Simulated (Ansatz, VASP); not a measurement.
# AlRu (AlRu (Pm-3m)): VASP beside Ansatz

Wanted: the spread between two codes on one cell, functional and k mesh. The cell is taken from a series of runs on this material, whose earlier steps may have relaxed, scaled, displaced or heated it; both programs get it as it stands.

Calculated with Ansatz 0.2.0; plane waves, with VASP 6.6.1 beside it; relaxation of cell and atoms at r2SCAN.

## 1. The structure

It takes space group Pm-3m (No. 221, cubic). Conventional cell: a = 2.982 Å, b = 2.982 Å, c = 2.982 Å, α = 90.00°, β = 90.00°, γ = 90.00°. Nearest to Al lie 8 Ru at 2.58 Å. Ru has 8 Al at 2.58 Å nearest. Farther neighbours are not listed.

## 2. Ansatz: relaxation of cell and atoms, r2SCAN

Ansatz runs on its PAW soft_1 files.

The relaxed volume is the usual yardstick between codes: in a stiff, nearly cubic crystal its relative difference is about their pressure difference at one cell divided by the bulk modulus.

input.yaml

```yaml
crystal:
  lattice:
    - [2.9824954, 0.0, 0.0]
    - [0.0, 2.9824954, 0.0]
    - [0.0, 0.0, 2.9824954]
  atoms:
    - { symbol: Al, position: [0.0, 0.0, 0.0] }
    - { symbol: Ru, position: [0.5, 0.5, 0.5] }
basis:
  ecutwfc: 500
  xc_grid: 2
hamiltonian:
  xc: r2scan
  pseudopotentials: { kind: paw, azcp: { folder: soft_1 } }
kpoints:
  mp_grid: { grid: [13, 13, 13] }
scf:
  occupations: { method: fermi_dirac, width: 0.05 }
  max_iter: 150
output:
  forces: true
  stress: true
relax:
  f_tol: 0.01
  max_steps: 60
  cell: {}
checkpoint:
  write: "../r2scan.run"
  compress: false
  write_wavefunctions: false
  write_every: 100000
```

Command:

```sh
ansatz run input.yaml --threads 4 --pin off --max-ram 6594MiB --backend cpu --events-out ev --progress --plain --runs-dir out
```

Numbers of over 12 decimals in the logs are rounded to 6 here.

Log:

```text
Engine: ansatz 0.2.0, aarch64-unknown-linux-gnu
Pseudopotentials: kind: paw
Pseudopotential: Al, paw, valence charge 3, recommended cutoff 500 eV (meta_gga), soft_1/Al.paw.azcp
Pseudopotential: Ru, paw, valence charge 16, recommended cutoff 500 eV (meta_gga), soft_1/Ru.paw.azcp
Functional definition: r2SCAN
  parameter k0 = 0.174
  parameter k1 = 0.065
  parameter a1 = 4.9479
  exchange = r2scan_x(k0 = k0, k1 = k1, a1 = a1)
  correlation = r2scan_c
Crystal: 2 atoms, lattice volume = 26.530 Å³
Basis set: ecut = 500 eV, 691 PW (Γ), exchange–correlation on 48×48×48 points (8 copies of the dense FFT grid, shifted against one another)
Bands: 14, of which v1, the nominal top of the filled ones, is band 10 counted from 1 (9 counted from 0)
Symmetry: 48 space group operations
Space group: Pm-3m (ITA 221), of the structure as read, at distance tolerance 3.0e-5 Å
k-points: 84 of 2197
Non-local potential: Al, projectors of the file, l = 0: 2, l = 1: 2, l = 2: 1
Non-local potential: Ru, projectors of the file, l = 0: 3, l = 1: 2, l = 2: 2, l = 3: 1
PAW form: soft (Blöchl's): semilocal exchange-correlation on the pseudo side does not see the compensation charge
PAW frozen core: Al, regenerated for the run's functional (the file was generated under x = pbe(κ = 0.804, μ = 0.219515), c = pbe(β = 0.066725))
PAW frozen core: Ru, regenerated for the run's functional (the file was generated under x = pbe(κ = 0.804, μ = 0.219515), c = pbe(β = 0.066725))
PAW one-centre angular grid: Al, 302 points (default); XC on 160 Gauss nodes
PAW one-centre angular grid: Ru, 590 points (default); XC on 160 Gauss nodes
Initial density: superposition of atomic densities (chi_scale 0.1, normalization cell, long waves kept (reshape's long-wave potential 0.00 eV rms))
Initial wavefunctions: pseudopotential atomic-orbital guess
Functional: x = r2scan, c = r2scan; τ floored in thin density (d = 2e-4 eV/Å³)
SCF iter   1: F=—  HF=-6433.223645 eV  |F-HF|=—  |Δ(HF+E_count)|=         —  Δρ=1.04e-1  dr2=3.29e0  dr2_τ=1.08e-1  ethr=3.10e-3  ⟨swp⟩=5.2  Hψ=6167  notcnv=0
preconditioner: auto → none  [metal: Δε(μ)=0.011 eV  Ē_g=9.397 eV  σ=0.050 eV  W_gap=0.05  n_scr=6 (ndim 8)  ℏωp=23.9 eV  f_vac=0.000  D(μ)=1.76/eV (n_scr^D=18)  sad-step TF]
SCF iter   2: F=—  HF=-6432.565132 eV  |F-HF|=—  |Δ(HF+E_count)|=   6.59e-1  Δρ=3.07e-2  dr2=1.51e-1  dr2_τ=8.44e-2  ethr=3.10e-3  ⟨swp⟩=2.0  Hψ=2918  notcnv=0  defer=5
SCF iter   3: F=—  HF=-6432.596105 eV  |F-HF|=—  |Δ(HF+E_count)|=   3.10e-2  Δρ=1.30e-2  dr2=2.45e-2  dr2_τ=1.03e-3  ethr=7.94e-4  ⟨swp⟩=2.0  Hψ=1696  notcnv=0  defer=5
SCF iter   4: F=—  HF=-6432.600731 eV  |F-HF|=—  |Δ(HF+E_count)|=   4.63e-3  Δρ=1.64e-3  dr2=7.81e-4  dr2_τ=6.28e-5  ethr=1.29e-4  ⟨swp⟩=2.6  Hψ=2135  notcnv=0  defer=5
SCF iter   5: F=—  HF=-6432.600658 eV  |F-HF|=—  |Δ(HF+E_count)|=   7.30e-5  Δρ=1.84e-4  dr2=3.38e-6  dr2_τ=3.68e-7  ethr=4.11e-6  ⟨swp⟩=2.8  Hψ=1822  notcnv=0  defer=5
SCF iter   6: F=—  HF=-6432.600658 eV  |F-HF|=—  |Δ(HF+E_count)|=   1.51e-7  Δρ=1.04e-5  dr2=2.08e-8  dr2_τ=4.99e-9  ethr=5.26e-10  ⟨swp⟩=3.2  Hψ=4962  notcnv=0
SCF iter   7: F=-6432.600658 eV  HF=-6432.600658 eV  |F-HF|=5.64e-9  |Δ(HF+E_count)|=   4.82e-9  Δρ=4.67e-6  dr2=7.51e-9  dr2_τ=4.53e-10  ethr=1.10e-10  ⟨swp⟩=2.0  Hψ=3826  notcnv=0
SCF 1 converged in 7 iterations: F = -6432.600658 eV  dr2 = 7.51e-9
  greatest PAW one-centre occupation: 0.999 electrons in one spin orbital (limit 2), on the Ru atom at site 1 (counted from 0), in its partial waves of l = 0
relax step   1: F+E_penalty+E_count = -6432.60065813 eV  Δ(F+E_penalty+E_count) = +0.000e0 eV  max|allowed force component| = 3.078e-29 eV/Å  Δτ_max = 0.0000 Å  P = -0.038 GPa  Ω = 26.530 Å³  (7 SCF iters, dr2 threshold 1.00e-7 eV, accepted)
Initial density: handed on by an earlier stage of this run
Initial wavefunctions: pseudopotential atomic-orbital guess (no wavefunctions were taken with the density)
iter 1 solved again at ethr=1.67e-8 eV; its pass at ethr=3.10e-3 eV (dr2=3.18e-6 eV) is discarded
SCF iter   1: F=—  HF=-6432.600661 eV  |F-HF|=—  |Δ(HF+E_count)|=         —  Δρ=4.55e-6  dr2=7.04e-9  dr2_τ=4.30e-10  ethr=1.67e-8  ⟨swp⟩=3.5  Hψ=9920  notcnv=0
preconditioner: auto → none  [metal: Δε(μ)=0.019 eV  Ē_g=9.494 eV  σ=0.050 eV  W_gap=0.09  n_scr=6 (ndim 8)  ℏωp=23.9 eV  f_vac=0.000  D(μ)=1.29/eV (n_scr^D=6)]
SCF iter   2: F=—  HF=-6432.600658 eV  |F-HF|=—  |Δ(HF+E_count)|=   2.55e-6  Δρ=3.57e-6  dr2=4.48e-9  dr2_τ=7.90e-10  ethr=3.70e-11  ⟨swp⟩=2.1  Hψ=1896  notcnv=0
SCF iter   3: F=—  HF=-6432.600658 eV  |F-HF|=—  |Δ(HF+E_count)|=   1.03e-9  Δρ=5.65e-7  dr2=5.26e-11  dr2_τ=4.05e-12  ethr=2.36e-11  ⟨swp⟩=2.3  Hψ=1590  notcnv=0
SCF iter   4: F=-6432.600658 eV  HF=-6432.600658 eV  |F-HF|=0.00e0  |Δ(HF+E_count)|=  6.18e-11  Δρ=1.09e-7  dr2=3.15e-12  dr2_τ=4.15e-13  ethr=1.00e-12  ⟨swp⟩=5.2  Hψ=4667  notcnv=0
SCF 2 converged in 4 iterations: F = -6432.600658 eV  dr2 = 3.15e-12
relax step   2: F+E_penalty+E_count = -6432.60065814 eV  Δ(F+E_penalty+E_count) = -4.404e-9 eV  max|allowed force component| = 1.708e-29 eV/Å  Δτ_max = 0.0000 Å  P = -0.038 GPa  Ω = 26.530 Å³  stress off target by 3.79e-2 GPa  SCF on the basis re-selected at this cell (its energy is not comparable with the rows above)  (4 SCF iters)
basis re-selected at this cell: Δ(F+E_penalty+E_count) = -4.404e-9 eV, ΔP = -0.000 GPa vs the last step (what re-selecting the basis moved, of the pressure what is left beyond the Pulay correction that the steps carried, after the strain that the cell walked since its last selection, with what the two solves' SCF thresholds leave and, on support functions, any second-order correction that the steps lacked; it is no m [...]
SCF converged after 4 iterations
Free energy (F): -6432.600658 eV
Harris-Foulkes:  -6432.600658 eV  (|F-HF|=0.00e0)
Internal energy: -6432.589884 eV  (E = F + TS)
E sigma→0 (E₀):  -6432.595271 eV
Entropy (-TS):   -0.010774 eV (-5.387 meV/atom)
Fermi energy:    16.059102 eV
--- Per-component energies (eV) ---
  E_band       = -135.290536
  E_kinetic    = 488.481240
  E_local      = -1802.558310  (includes V_loc(G=0)·N_el)
  E_nonlocal   = 425.071121
  E_hartree    = 654.728443
  E_xc         = -200.435471
  E_vxc        = -274.275833  (∫ρ·V_xc dr)
  E_paw        = -3996.593104  (= ΣΔE_a)
  E_vpaw       = -300.675000  (= ΣTr[D̂ρ^β])
  E_aug_tail   = 0.000590  (compensation charges beyond the density's cutoff)
  E_vtau       = 19.208843  (kinetic-family band-sum trace: ∫τ·v_τ [+ j·A + Jᵃ·Aᵃ] dr)
  E_ewald      = -2000.913332
  E_core_change = -0.371060  (= ΣΔE_core)
  E_smearing   = -0.010774  (= −TS)
  E_closure    = -0.000000  (closes the sum)
  Σ components = -6432.600658   (vs F -6432.600658, Δ=0.00e0)
--- Forces (eV/Å), atoms counted from 1 ---
  atom   1  Al    -0.00000000     0.00000000     0.00000000
  atom   2  Ru     0.00000000    -0.00000000    -0.00000000
  max |Σ_I F_I| component: 3.32e-29 eV/Å
--- Stress (GPa, compression-positive) ---
       -0.037878       0.000000      -0.000000
       -0.000000      -0.037878       0.000000
        0.000000       0.000000      -0.037878
  P = ⅓ Tr σ = -0.0379 GPa (-0.379 kbar)
--- Relaxed structure (1 steps of the walk, 1 accepted, 1 SCFs on fresh bases) ---
  F+E_penalty+E_count = -6432.60065814 eV   max|allowed force component| = 1.708e-29 eV/Å   (the final SCF, on the basis selected at the relaxed cell)
  cell:  # Å, volume = 26.5301 Å³
    - [2.9824954, 0.0, 0.0]
    - [0.0, 2.9824954, 0.0]
    - [0.0, 0.0, 2.9824954]
  atoms:
    - { symbol: Al, position: [0.0, 0.0, 0.0] }
    - { symbol: Ru, position: [0.5, 0.5, 0.5] }
```

Reading the cycles: dr2 is the Hartree energy of the density residual (eV), the measure of convergence; HF is the Harris–Foulkes estimate of the energy, which meets the free energy F at convergence.

## 3. VASP: relaxation of cell and atoms, r2SCAN

The same cell, functional, mesh and smearing now go to VASP, with its own data sets.

Lines of VASP's logs that name or quote its potential files are left out, and so is its time.

INCAR

```
SYSTEM = AlRu
PREC = Accurate
ENCUT = 550
EDIFF = 1E-07
NELM = 120
ISMEAR = -1
SIGMA = 0.05
LREAL = .FALSE.
ALGO = Normal
METAGGA = R2SCAN
LASPH = .TRUE.
NBANDS = 14
LORBIT = 11
LWAVE = .FALSE.
LCHARG = .FALSE.
ISIF = 3
IBRION = 2
NSW = 80
EDIFFG = -0.005
GGA_COMPAT = .FALSE.
NELMIN = 4
LMIXTAU = .TRUE.
```

POSCAR

```
AlRu
1.0
    2.9824950000      0.0000000000      0.0000000000
    0.0000000000      2.9824950000      0.0000000000
    0.0000000000      0.0000000000      2.9824950000
Al Ru
1 1
Direct
    0.0000000000      0.0000000000      0.0000000000
    0.5000001676      0.5000001676      0.5000001676
```

KPOINTS

```
Automatic mesh
0
Gamma
13 13 13
0 0 0
```

PAW data sets: Al and Ru_pv (PBE family, release 64).

Command:

```sh
mpirun -np 1 vasp_std
```

Log:

```text
[banner, memory and clock lines left out]
running    1 mpi-ranks, on    1 nodes
 distrk:  each k-point on    1 cores,    1 groups
 distr:  one band on    1 cores,    1 groups

 POSCAR found type information on POSCAR AlRu
 POSCAR found :  2 types and       2 ions
|                                                                             |
|               ----> ADVICE to this user running VASP <----                  |
|                                                                             |
|     You enforced a specific xc type in the INCAR file but a different       |
|     [... a line on the potential file left out ...]
|     I HOPE YOU KNOW WHAT YOU ARE DOING!                                     |
|                                                                             |

 LDA part: xc-table for (None), standard interpolation
 POSCAR, INCAR and KPOINTS ok, starting setup
 FFT: planning ... GRIDC
 FFT: planning ... GRID_SOFT
 FFT: planning ... GRID
 WAVECAR not read
 entering main loop
       N       E                     dE             d eps       ncg     rms          rms(c)
DAV:   1     0.101941682996E+03    0.10194E+03   -0.99929E+03  2408   0.122E+03
DAV:   2    -0.367069983105E+02   -0.13865E+03   -0.13187E+03  2592   0.337E+02
DAV:   3    -0.388646595669E+02   -0.21577E+01   -0.21330E+01  2898   0.448E+01
DAV:   4    -0.388844293559E+02   -0.19770E-01   -0.19747E-01  3136   0.420E+00
DAV:   5    -0.388846827468E+02   -0.25339E-03   -0.25226E-03  2870   0.422E-01    0.158E+01
DAV:   6    -0.336392929110E+02    0.52454E+01   -0.64141E+00  2472   0.314E+01    0.381E+00
DAV:   7    -0.335934348727E+02    0.45858E-01   -0.61347E-01  2448   0.933E+00    0.203E+00
DAV:   8    -0.336151245710E+02   -0.21690E-01   -0.27141E-02  2832   0.183E+00    0.874E-01
DAV:   9    -0.336205383476E+02   -0.54138E-02   -0.26830E-02  2568   0.166E+00    0.422E-01
DAV:  10    -0.336217343779E+02   -0.11960E-02   -0.28167E-03  2628   0.567E-01    0.145E-01
DAV:  11    -0.336217793521E+02   -0.44974E-04   -0.32218E-04  2790   0.196E-01    0.338E-02
DAV:  12    -0.336217211658E+02    0.58186E-04   -0.55106E-05  2550   0.809E-02    0.625E-03
DAV:  13    -0.336217103003E+02    0.10866E-04   -0.67344E-06  2832   0.304E-02    0.611E-03
DAV:  14    -0.336217102024E+02    0.97914E-07   -0.12173E-06  2712   0.130E-02    0.214E-03
DAV:  15    -0.336217103270E+02   -0.12463E-06   -0.10290E-07  1740   0.329E-03    0.919E-04
DAV:  16    -0.336217103090E+02    0.18033E-07   -0.19105E-08  1416   0.152E-03
   1 F= -.33621710E+02 E0= -.33616319E+02  d E =-.336217E+02
 curvature:   0.00 expect dE= 0.000E+00 dE for cont linesearch  0.000E+00
 trial: gam= 0.00000 g(F)=  0.000E+00 g(S)=  0.154E-04 ort = 0.000E+00 (trialstep = 0.100E+01)
 search vector abs. value=  0.154E-04
 bond charge predicted
       N       E                     dE             d eps       ncg     rms          rms(c)
DAV:   1    -0.336220824206E+02   -0.37209E-03   -0.54461E-03  2412   0.952E-01    0.167E-01
DAV:   2    -0.336217267890E+02    0.35563E-03   -0.16686E-03  2400   0.468E-01    0.502E-02
DAV:   3    -0.336217060076E+02    0.20781E-04   -0.55221E-05  2424   0.852E-02    0.142E-02
DAV:   4    -0.336217034188E+02    0.25888E-05   -0.11207E-05  2472   0.228E-02    0.355E-03
DAV:   5    -0.336217030671E+02    0.35170E-06   -0.44352E-06  2376   0.256E-02    0.325E-03
DAV:   6    -0.336217041357E+02   -0.10686E-05   -0.29111E-06  2406   0.185E-02    0.101E-03
DAV:   7    -0.336217051140E+02   -0.97831E-06   -0.18447E-07  2316   0.417E-03    0.998E-04
DAV:   8    -0.336217052565E+02   -0.14251E-06   -0.85616E-08  1248   0.356E-03    0.338E-04
DAV:   9    -0.336217053041E+02   -0.47551E-07   -0.96917E-09  1200   0.122E-03
   2 F= -.33621705E+02 E0= -.33616304E+02  d E =0.500490E-05
 trial-energy change:    0.000005  1 .order    0.000005   -0.000015    0.000026
 step:   0.3741(harm=  0.3741)  dis= 0.00000  next Energy=   -33.621713 (dE=-0.289E-05)
 bond charge predicted
       N       E                     dE             d eps       ncg     rms          rms(c)
DAV:   1    -0.336218615068E+02   -0.15625E-03   -0.21336E-03  2406   0.595E-01    0.105E-01
DAV:   2    -0.336217185836E+02    0.14292E-03   -0.65475E-04  2400   0.293E-01    0.318E-02
DAV:   3    -0.336217122386E+02    0.63449E-05   -0.21693E-05  2430   0.535E-02    0.902E-03
DAV:   4    -0.336217129372E+02   -0.69858E-06   -0.44183E-06  2454   0.143E-02    0.225E-03
DAV:   5    -0.336217125942E+02    0.34297E-06   -0.17769E-06  2388   0.162E-02    0.206E-03
DAV:   6    -0.336217131532E+02   -0.55900E-06   -0.11511E-06  2406   0.116E-02    0.634E-04
DAV:   7    -0.336217133269E+02   -0.17365E-06   -0.70591E-08  1346   0.261E-03    0.593E-04
DAV:   8    -0.336217133560E+02   -0.29078E-07   -0.38990E-08  1218   0.247E-03
   3 F= -.33621713E+02 E0= -.33616318E+02  d E =-.304700E-05
 curvature:  -0.19 expect dE=-0.415E-08 dE for cont linesearch -0.415E-08
 trial: gam= 0.00000 g(F)=  0.324E-47 g(S)=  0.222E-07 ort =-0.585E-06 (trialstep = 0.875E+00)
 search vector abs. value=  0.223E-07
 reached required accuracy - stopping structural energy minimisation
```

Parts of OUTCAR (step 3):

```text
ion  position               nearest neighbor table
   1  0.000  0.000  0.000-   2 2.58   2 2.58   2 2.58   2 2.58   2 2.58   2 2.58   2 2.58   2 2.58

  LATTYP: Found a simple cubic cell.
 ALAT       =     2.9824950000

 Subroutine GETGRP returns: Found 48 space group operations
 (whereof 48 operations were pure point group operations)

The static configuration has the point symmetry O_h .

 Found     84 irreducible k-points:

   k-points           NKPTS =     84   k-points in BZ     NKDIM =     84   number of bands    NBANDS=     14

   dimension x,y,z NGX =    24 NGY =   24 NGZ =   24
   dimension x,y,z NGXF=    48 NGYF=   48 NGZF=   48

   ENCUT  =  550.0 eV  40.42 Ry    6.36 a.u.   5.70  5.70  5.70*2*pi/ulx,y,z

   NELECT =      17.0000    total number of electrons

 k-points in reciprocal lattice and weights: Automatic mesh
   0.00000000  0.00000000  0.00000000       0.000
   0.07692308  0.00000000  0.00000000       0.003
   0.15384615  0.00000000  0.00000000       0.003
   0.23076923  0.00000000  0.00000000       0.003
   0.30769231  0.00000000  0.00000000       0.003
   0.38461538  0.00000000  0.00000000       0.003
   0.46153846  0.00000000  0.00000000       0.003
   0.07692308  0.07692308  0.00000000       0.005
   0.15384615  0.07692308  0.00000000       0.011
[...]
0.46153846  0.46153846  0.38461538       0.011
   0.46153846  0.46153846  0.46153846       0.004

 average (electrostatic) potential at core
       1 -71.3917       2 -73.1097

 E-fermi :  10.7204

 k-point     1 :       0.0000    0.0000    0.0000
  band No.  band energies     occupation
    ...
      2     -32.3768      2.00000
      3     -32.3768      2.00000
      4       0.4663      2.00000
      5       6.9666      2.00000
      6       6.9666      2.00000
      7      10.8685      0.09834
      8      10.8685      0.09834
      9      10.8685      0.09834
     10      17.2502      0.00000
     11      17.2502      0.00000
    ...

 k-point     2 :       0.0769    0.0000    0.0000
  band No.  band energies     occupation
    ...
      4       0.5878      2.00000
      5       7.0064      2.00000
      6       7.0107      2.00000
      7      10.7191      1.01377
      8      10.7191      1.01376
      9      10.8833      0.07412
     10      16.6642      0.00000
     11      17.4903      0.00000
     12      17.4903      0.00000
     13      21.0808      0.00000
    ...

 k-point     3 :       0.1538    0.0000    0.0000
  band No.  band energies     occupation
    ...
      4       0.9453      2.00000
      5       7.0862      2.00000
      6       7.1365      2.00000
      7      10.3459      1.99889
      8      10.3459      1.99889
      9      10.9245      0.03319
     10      15.4785      0.00000
     11      18.1357      0.00000
     12      18.1357      0.00000
     13      21.0808      0.00000
    ...

  Total       -0.0005537     -0.0005537     -0.0005537      0.0000000      0.0000000     -0.0000000
  in kB       -0.0334258     -0.0334258     -0.0334258      0.0000000      0.0000000     -0.0000000
  external PRESSURE =      -0.0334258 kB  Pullay stress =       0.0000000 kB

  energy-cutoff  :      550.00
  volume of cell :       26.54
      direct lattice vectors                 reciprocal lattice vectors
     2.982887949  0.000000000 -0.000000000     0.335245580  0.000000000 -0.000000000
    -0.000000000  2.982887949 -0.000000000    -0.000000000  0.335245580 -0.000000000
     0.000000000  0.000000000  2.982887949     0.000000000  0.000000000  0.335245580

 POSITION                                       TOTAL-FORCE (eV/Angst)
 -----------------------------------------------------------------------------------
      0.00000      0.00000      0.00000        -0.000000      0.000000      0.000000
      1.49144      1.49144      1.49144         0.000000     -0.000000      0.000000
 -----------------------------------------------------------------------------------
    total drift:                               -0.000556     -0.000556     -0.000556

  FREE ENERGIE OF THE ION-ELECTRON SYSTEM (eV)
  ---------------------------------------------------
  free  energy   TOTEN  =       -33.6217133560 eV

  energy  without entropy=      -33.6109226248  energy(sigma->0) =      -33.61631799

 reached required accuracy - stopping structural energy minimisation

 total charge
# of ion       s       p       d       tot
------------------------------------------
    1        0.390   0.434   0.000   0.824
    2        0.340   6.254   6.215  12.809
--------------------------------------------------
tot          0.730   6.688   6.215  13.633

[... 3 further parts left out ...]
```

CONTCAR:

```
AlRu
   1.00000000000000
     2.9828879492728770    0.0000000000000000   -0.0000000000000000
    -0.0000000000000000    2.9828879492728770   -0.0000000000000000
     0.0000000000000000    0.0000000000000000    2.9828879492728770
  Al              Ru
     1     1
Direct
     0.0000000000000000    0.0000000000000000    0.0000000000000000
     0.5000001675999997    0.5000001675999997    0.5000001675999997
```

This run has no spin polarisation. Its electron count is odd, so without a moment it is a metal by construction. The run keeps the 48 symmetry operations of its start, so it cannot find a distortion of lower symmetry.

## 4. Differences

Known differences besides the potentials themselves: VASP keeps PBE cores, Ansatz makes them for the functional; the data sets hold 19 valence electrons in Ansatz (on its PAW soft_1 files) and 17 in VASP; the cutoff is 500 eV in Ansatz and 550 eV in VASP; Ansatz adds a Pulay correction to the stress that steers its cell, VASP none. Total energies have different zeros and are not compared.

Both answers:

| quantity | Ansatz | VASP | difference |
| --- | --- | --- | --- |
| volume (Å³) | 26.53 | 26.54 | -0.04 % |
| edge a after relaxation, in the typed setting (Å) | 2.982 | 2.983 | -0.01 % |

## 5. Outcome

```
difference in volume (relaxation of cell and atoms, r2SCAN) : -0.039 %
```

What this shows: The difference in volume is -0.039 % (relaxation of cell and atoms, r2SCAN), within the 1.2 % picked in this series as the mark of a large difference, as far as the stopping tolerances let one tell. The data sets hold unlike numbers of valence electrons (19 in Ansatz and 17 in VASP), so part of the differences comes from the potentials. How closely two codes agree says nothing of how well the functional describes the real material.

[Lines on the potential files, build, host, timing and source positions are cut from VASP's logs without a mark.]

[Logs are printed without paths, hosts, clocks, repeated set-up lines and the standing remarks that a program may print on its own settings, such as how far it seeks lower states.]

[Hosts, paths, dates, database ids (printed as entryN), source tags and the programs' standing remarks are cut or masked in the printed files.]
